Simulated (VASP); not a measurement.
All values below come from PBE GGA, VASP's PBE PAW potentials (set 64) (plane waves; VASP).

VASP ran on this input.

INCAR:
```
SYSTEM = CdTe
PREC = Accurate; ENCUT = 400; LREAL = F
LASPH = T
EDIFF = 1E-6; NELM = 100; ALGO = Normal
LMAXMIX = 4
ISMEAR = 0; SIGMA = 0.05
GGA = PE
IBRION = 2; NSW = 60; ISIF = 3
EDIFFG = -0.01
LWAVE = F; LCHARG = F
```

### KPOINTS
```
Automatic mesh
0
Gamma
6 6 6
0 0 0
```

File POSCAR:
```
CdTe
1
   -0.0000000000     3.3026410160     3.3026410160
    3.3026410160     0.0000000000     3.3026410160
    3.3026410160     3.3026410160    -0.0000000000
Cd Te
1 1
Direct
  0.0000000000   0.0000000000   0.0000000000
  0.2500000000   0.2500000000   0.2500000000
```

POTCAR, in this order: Cd Te (PBE.64 set). Program: vasp_std.

The resulting files:

File OUTCAR:
```
 ion  position               nearest neighbor table
   1  0.000  0.000  0.000-   2 2.86   2 2.86   2 2.86   2 2.86
   2  0.250  0.250  0.250-   1 2.86   1 2.86   1 2.86   1 2.86
  LATTYP: Found a face centered cubic cell.
 ALAT       =     6.6052820320
 Subroutine PRICEL returns:
 Original cell was already a primitive cell.
 Subroutine GETGRP returns: Found 24 space group operations
The static configuration has the point symmetry T_d .
The dynamic configuration has the point symmetry T_d .
 Subroutine INISYM returns: Found 24 space group operations
 Subroutine IBZKPT returns following result:
 Found     16 irreducible k-points:

 Following reciprocal coordinates:
            Coordinates               Weight
  0.000000  0.000000  0.000000      1.000000
  0.166667  0.000000  0.000000      8.000000
  0.333333  0.000000  0.000000      8.000000
  0.500000  0.000000  0.000000      4.000000
  0.166667  0.166667  0.000000      6.000000
  0.333333  0.166667  0.000000     24.000000
  0.500000  0.166667  0.000000     24.000000
 -0.333333  0.166667  0.000000     24.000000
 -0.166667  0.166667  0.000000     12.000000
  0.333333  0.333333  0.000000      6.000000
  0.500000  0.333333  0.000000     24.000000
 -0.333333  0.333333  0.000000     12.000000
  0.500000  0.500000  0.000000      3.000000
  0.500000  0.333333  0.166667     24.000000
 -0.333333  0.333333  0.166667     24.000000
 -0.333333  0.500000  0.166667     12.000000
   k-points           NKPTS =     16   k-points in BZ     NKDIM =     16   number of bands    NBANDS=     13
   number of dos      NEDOS =    301   number of ions     NIONS =      2
   total plane-waves  NPLWV =  27000
   dimension x,y,z NGX =    30 NGY =   30 NGZ =   30
   dimension x,y,z NGXF=    60 NGYF=   60 NGZF=   60
   ions per type =               1   1
   PREC   = accura    normal or accurate (medium, high low for compatibility)
   ISTART =      0    job   : 0-new  1-cont  2-samecut
   ICHARG =      2    charge: 1-file 2-atom 10-const
   ISPIN  =      1    spin polarized calculation?
   LNONCOLLINEAR =      F non collinear calculations
   LSORBIT =      F    spin-orbit coupling
   INIWAV =      1    electr: 0-lowe 1-rand  2-diag
   ENCUT  =  400.0 eV  29.40 Ry    5.42 a.u.   7.62  7.62  7.62*2*pi/ulx,y,z
   NELM   =    100;   NELMIN=  2; NELMDL= -5     # of ELM steps
   EDIFF  = 0.1E-05   stopping-criterion for ELM
   LREAL  =      F    real-space projection
   NLSPLINE    = F    spline interpolate recip. space projectors
   LMAXMIX     =    4 max onsite mixed and CHGCAR
   VOSKOWN=      0    Vosko Wilk Nusair interpolation
   EDIFFG = -.1E-01   stopping-criterion for IOM
   NSW    =     60    number of steps for IOM
   NBLOCK =      1;   KBLOCK =     60    inner block; outer block
   IBRION =      2    ionic relax: 0-MD 1-quasi-New 2-CG
   NFREE  =      1    steps in history (QN), initial steepest desc. (CG)
   ISIF   =      3    stress and relaxation
   ISYM   =      2    0-nonsym 1-usesym 2-fastsym
   TEIN   =    0.0    initial temperature
   TEBEG  =    0.0;   TEEND  =   0.0 temperature during run
   SMASS  =  -3.00    Nose mass-parameter (am)
   PSTRESS=    0.0 pullay stress
   NELECT =      18.0000    total number of electrons
   EFERMI =   0.00;   METHOD = LEGACY
   ISMEAR =     0;   SIGMA  =   0.05  broadening in eV -4-tet -1-fermi 0-gaus
   IALGO  =     38    algorithm
   LDIAG  =      T    sub-space diagonalisation (order eigenvalues)
   IMIX   =      4    mixing-type and parameters
     AMIX     =   0.40;   BMIX     =  1.00
     AMIX_MAG =   1.60;   BMIX_MAG =  1.00
     AMIN     =   0.10
   GGA     = PE    functional components
   VOSKOWN =     0    Vosko Wilk Nusair interpolation
   LHFCALC =     F    Hartree Fock is set to
...
```

### OSZICAR
```
       N       E                     dE             d eps       ncg     rms          rms(c)
DAV:   1     0.903727598435E+02    0.90373E+02   -0.71305E+03   416   0.958E+02
DAV:   2    -0.140692434137E+01   -0.91780E+02   -0.89022E+02   491   0.254E+02
DAV:   3    -0.500589617525E+01   -0.35990E+01   -0.35950E+01   486   0.536E+01
DAV:   4    -0.504100458627E+01   -0.35108E-01   -0.35107E-01   599   0.463E+00
DAV:   5    -0.504109373469E+01   -0.89148E-04   -0.89148E-04   486   0.214E-01    0.521E+00
DAV:   6    -0.481867139030E+01    0.22242E+00   -0.46528E-01   471   0.857E+00    0.428E+00
DAV:   7    -0.480309626796E+01    0.15575E-01   -0.11707E-01   466   0.247E+00    0.168E+00
DAV:   8    -0.480388412102E+01   -0.78785E-03   -0.10109E-02   426   0.137E+00    0.482E-01
DAV:   9    -0.480422525892E+01   -0.34114E-03   -0.99692E-04   466   0.356E-01    0.105E-01
DAV:  10    -0.480429475885E+01   -0.69500E-04   -0.12708E-04   456   0.117E-01    0.516E-02
DAV:  11    -0.480433984309E+01   -0.45084E-04   -0.86744E-05   434   0.640E-02    0.350E-02
DAV:  12    -0.480433878773E+01    0.10554E-05   -0.32706E-06   468   0.159E-02    0.201E-02
DAV:  13    -0.480433863979E+01    0.14793E-06   -0.57082E-07   318   0.420E-03
   1 F= -.48043386E+01 E0= -.48043386E+01  d E =-.480434E+01
```

OUTCAR:
```
------------------------ aborting loop because EDIFF is reached ----------------------------------------
  FORCE on cell =-STRESS in cart. coord.  units (eV):
  Direction    XX          YY          ZZ          XY          YZ          ZX
  --------------------------------------------------------------------------------------
  Total        0.0173192      0.0173192      0.0173192      0.0000000      0.0000000     -0.0000000
  in kB        0.3851453      0.3851453      0.3851453      0.0000000      0.0000000     -0.0000000
  external PRESSURE =       0.3851453 kB  Pullay stress =       0.0000000 kB
  volume of cell :       72.05
      direct lattice vectors                 reciprocal lattice vectors
     0.000000000  3.302641016  3.302641016    -0.151393990  0.151393990  0.151393990
     3.302641016  0.000000000  3.302641016     0.151393990 -0.151393990  0.151393990
     3.302641016  3.302641016  0.000000000     0.151393990  0.151393990 -0.151393990
  FREE ENERGIE OF THE ION-ELECTRON SYSTEM (eV)
  ---------------------------------------------------
  free  energy   TOTEN  =        -4.8043386398 eV

  energy  without entropy=       -4.8043386398  energy(sigma->0) =       -4.80433864

 reached required accuracy - stopping structural energy minimisation
```
(Selected blocks of OUTCAR.)

### OUTCAR
```
 val. band max:        1.8502125401   @ k =   0.0000   0.0000   0.0000

 cond. band min:       2.4469519516   @ k =   0.0000   0.0000   0.0000


 Fermi energy:         2.0710542945

 k-point     1 :       0.0000    0.0000    0.0000
  band No.  band energies     occupation
      1      -9.0133      2.00000
      2      -6.2586      2.00000
      3      -6.2586      2.00000
      4      -6.2586      2.00000
      5      -6.0378      2.00000
      6      -6.0378      2.00000
      7       1.8502      2.00000
      8       1.8502      2.00000
      9       1.8502      2.00000
     10       2.4470      0.00000
     11       6.4838      0.00000
     12       6.4838      0.00000
     13       6.4838      0.00000

 k-point     2 :       0.1667    0.0000    0.0000
  band No.  band energies     occupation
      1      -8.9263      2.00000
      2      -6.2423      2.00000
      3      -6.2423      2.00000
      4      -6.1805      2.00000
      5      -6.0383      2.00000
      6      -6.0383      2.00000
      7       0.1820      2.00000
      8       1.6480      2.00000
      9       1.6480      2.00000
     10       3.5665      0.00000
     11       6.5489      0.00000
     12       6.7969      0.00000
     13       6.7969      0.00000

 k-point     3 :       0.3333    0.0000    0.0000
  band No.  band energies     occupation
      1      -8.7530      2.00000
      2      -6.2153      2.00000
      3      -6.2153      2.00000
      4      -6.0350      2.00000
      5      -6.0350      2.00000
      6      -5.9338      2.00000
      7      -1.5115      2.00000
      8       1.3054      2.00000
      9       1.3054      2.00000
     10       3.7028      0.00000
     11       7.0774      0.00000
     12       7.0774      0.00000
     13       7.9566      0.00000

 k-point     4 :       0.5000    0.0000    0.0000
  band No.  band energies     occupation
      1      -8.6683      2.00000
      2      -6.2045      2.00000
      3      -6.2045      2.00000
...
```

Unless said otherwise, spin-orbit coupling is left out, though it shifts the bands of the heavy elements here.

The structure was generated: CdTe was put into the zinc blende type (F-43m), which need not be its known phase. It was relaxed first. The start is the result of an earlier pass.
